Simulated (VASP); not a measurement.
Output of a VASP run:

**OSZICAR**
```
...
       N       E                     dE             d eps       ncg     rms          rms(c)
DAV:   1    -0.206545442499E+02   -0.58057E-02   -0.23705E-01  2772   0.463E+00    0.670E-01
DAV:   2    -0.206497600252E+02    0.47842E-02   -0.20264E-02  3220   0.130E+00    0.225E-01
DAV:   3    -0.206489622614E+02    0.79776E-03   -0.29459E-03  4104   0.405E-01    0.124E-01
DAV:   4    -0.206489905903E+02   -0.28329E-04   -0.75977E-04  4406   0.160E-01    0.770E-02
DAV:   5    -0.206489866128E+02    0.39775E-05   -0.33990E-04  4632   0.118E-01    0.513E-02
DAV:   6    -0.206490093476E+02   -0.22735E-04   -0.99383E-05  4904   0.521E-02    0.193E-02
DAV:   7    -0.206490138738E+02   -0.45262E-05   -0.10107E-05  3312   0.178E-02    0.606E-03
DAV:   8    -0.206490141658E+02   -0.29200E-06   -0.67088E-07  1668   0.729E-03
   7 F= -.20649014E+02 E0= -.20643511E+02  d E =-.275895E-03
       N       E                     dE             d eps       ncg     rms          rms(c)
DAV:   1    -0.206490653654E+02   -0.51492E-04   -0.20161E-03  2772   0.426E-01    0.620E-02
DAV:   2    -0.206490244769E+02    0.40888E-04   -0.17472E-04  3228   0.120E-01    0.208E-02
DAV:   3    -0.206490175722E+02    0.69047E-05   -0.25403E-05  4038   0.375E-02    0.114E-02
DAV:   4    -0.206490177645E+02   -0.19224E-06   -0.61856E-06  3208   0.148E-02
   8 F= -.20649018E+02 E0= -.20643514E+02  d E =-.279494E-03
       N       E                     dE             d eps       ncg     rms          rms(c)
DAV:   1    -0.206491964889E+02   -0.17892E-03   -0.15250E-01  2772   0.331E+00    0.117E-01
DAV:   2    -0.206492563954E+02   -0.59906E-04   -0.26005E-03  3222   0.425E-01    0.455E-02
DAV:   3    -0.206492310940E+02    0.25301E-04   -0.29837E-04  4008   0.123E-01    0.258E-02
DAV:   4    -0.206492169687E+02    0.14125E-04   -0.11893E-04  4436   0.750E-02    0.141E-02
DAV:   5    -0.206492155879E+02    0.13808E-05   -0.11565E-05  3666   0.279E-02    0.731E-03
DAV:   6    -0.206492157391E+02   -0.15123E-06   -0.14513E-06  1820   0.870E-03
   9 F= -.20649216E+02 E0= -.20643877E+02  d E =-.197975E-03
       N       E                     dE             d eps       ncg     rms          rms(c)
DAV:   1    -0.206492324067E+02   -0.16819E-04   -0.28613E-02  2772   0.144E+00    0.519E-02
DAV:   2    -0.206492433541E+02   -0.10947E-04   -0.49026E-04  3208   0.185E-01    0.202E-02
DAV:   3    -0.206492385671E+02    0.47870E-05   -0.57986E-05  3810   0.542E-02    0.113E-02
DAV:   4    -0.206492357203E+02    0.28467E-05   -0.22996E-05  3312   0.335E-02    0.582E-03
DAV:   5    -0.206492354508E+02    0.26954E-06   -0.25791E-06  2428   0.136E-02
  10 F= -.20649235E+02 E0= -.20643964E+02  d E =-.217686E-03
       N       E                     dE             d eps       ncg     rms          rms(c)
DAV:   1    -0.206496225942E+02   -0.38687E-03   -0.18304E-02  2772   0.126E+00    0.175E-01
DAV:   2    -0.206493082987E+02    0.31430E-03   -0.13440E-03  3260   0.338E-01    0.606E-02
DAV:   3    -0.206492506884E+02    0.57610E-04   -0.20579E-04  4540   0.108E-01    0.325E-02
DAV:   4    -0.206492518220E+02   -0.11336E-05   -0.63269E-05  4290   0.487E-02    0.214E-02
DAV:   5    -0.206492506950E+02    0.11269E-05   -0.27647E-05  3244   0.345E-02    0.138E-02
DAV:   6    -0.206492521326E+02   -0.14376E-05   -0.80427E-06  4220   0.157E-02    0.503E-03
DAV:   7    -0.206492523918E+02   -0.25917E-06   -0.61764E-07  1548   0.535E-03
  11 F= -.20649252E+02 E0= -.20644006E+02  d E =-.169410E-04
```

**OUTCAR**
```
------------------------ aborting loop because EDIFF is reached ----------------------------------------
  FORCE on cell =-STRESS in cart. coord.  units (eV):
  Direction    XX          YY          ZZ          XY          YZ          ZX
  --------------------------------------------------------------------------------------
  Total        0.0191921      0.0096400      0.0199509     -0.0000361     -0.0002006      0.0002943
  in kB        0.5025630      0.2524325      0.5224330     -0.0009458     -0.0052536      0.0077070
  external PRESSURE =       0.4258095 kB  Pullay stress =       0.0000000 kB
  volume of cell :       61.18
      direct lattice vectors                 reciprocal lattice vectors
     0.000029723  2.104268261  6.918222182    -0.237928778  0.237616413  0.072272671
     2.101504946  0.000038195  6.918236461     0.237927416 -0.237616793  0.072273250
     2.101483780  2.104238642  0.000025342     0.237927809  0.237615825 -0.072275000
 POSITION                                       TOTAL-FORCE (eV/Angst)
 -----------------------------------------------------------------------------------
      2.10152      2.10463      2.31354        -0.001003     -0.001253     -0.003609
      2.10036      2.10509     11.52333         0.005761     -0.003614     -0.000111
      2.10264      2.10310      6.91785        -0.004758      0.004868      0.003719
 -----------------------------------------------------------------------------------
    total drift:                               -0.000024      0.000005      0.000157
  FREE ENERGIE OF THE ION-ELECTRON SYSTEM (eV)
  ---------------------------------------------------
  free  energy   TOTEN  =       -20.6492523918 eV

  energy  without entropy=      -20.6387591404  energy(sigma->0) =      -20.64400577

 reached required accuracy - stopping structural energy minimisation
```
(Selected blocks of OUTCAR.)

POSCAR:
```
Zr2Cd
1
    0.0000000000     2.1883400000     6.9998400000
    2.1823200000     0.0000000000     6.9998400000
    2.1823200000     2.1883400000     0.0000000000
Zr Cd
2 1
Direct
  0.1669000000   0.1683220000   0.8333970000
  0.8348050000   0.8284110000   0.1674180000
  0.4982950000   0.5032670000   0.4991850000
```

### Question
Reconstruct the remaining input files.

### Answer
Several could match; the one computed here: the input of the run itself, LDA (Ceperley-Alder, Perdew-Zunger), plane waves, VASP's LDA PAW potentials (set 64).

### INCAR
```
SYSTEM = Zr2Cd
PREC = Accurate; ENCUT = 300; LREAL = .False.
LASPH = .True.
EDIFF = 1E-6; NELM = 100; ALGO = Normal
LMAXMIX = 4
ISMEAR = 0; SIGMA = 0.136
IBRION = 2; NSW = 50; ISIF = 3
EDIFFG = -0.01
LWAVE = .False.; LCHARG = .False.
```

### KPOINTS
```
Automatic mesh
0
Gamma
5 5 5
0 0 0
```

POTCAR, in this order: Zr_sv Cd (LDA.64 set). Program: vasp_std.

At this cut-off the stress carries a Pulay error, which pulls relaxed volumes low. Energy and stress use the plane-wave basis of the starting cell.

The structure comes from a computed database's Zr2Cd entry; how it stands against other phases isn't given here. In the starting cell atoms are displaced from their ideal sites. This run relaxes it. The k-mesh is coarse (spacing up to 0.43 per Å, 2π included), so the numbers may not be converged in it. The run is one of a series of settings (EDIFFG = -0.01, IBRION = 2, ISIF = 3, NSW = 50 against the base run), some of them coarse on purpose.
